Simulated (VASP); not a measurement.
Given:

```yaml
crystal:
  lattice:
    - [0.00000, 3.58575, 3.58575]
    - [3.58575, 0.00000, 3.58575]
    - [3.58575, 3.58575, 0.00000]
  atoms:
    - { symbol: K, position: [0.00000, 0.00000, 0.00000] }
    - { symbol: I, position: [0.50000, 0.50000, 0.50000] }
```

Level of theory: vdW-DF2, VASP's PBE PAW potentials (set 64) (plane waves; VASP). Run with 520 eV cut-off, Gaussian smearing of 0.050 eV, potentials K_sv I.

Unless said otherwise, spin-orbit coupling is left out, though it shifts the bands of the heavy elements here.

Estimate the band gap (along the path) with the smallest direct gap where there is one.

```json
{
  "band gap (along the path)": "3.56 eV",
  "smallest direct gap (along the path)": "3.56 eV"
}
```

The absolute energy has meaning only against runs of the same code, potentials and settings.

The compound is KI in the rock salt structure. It was relaxed first.
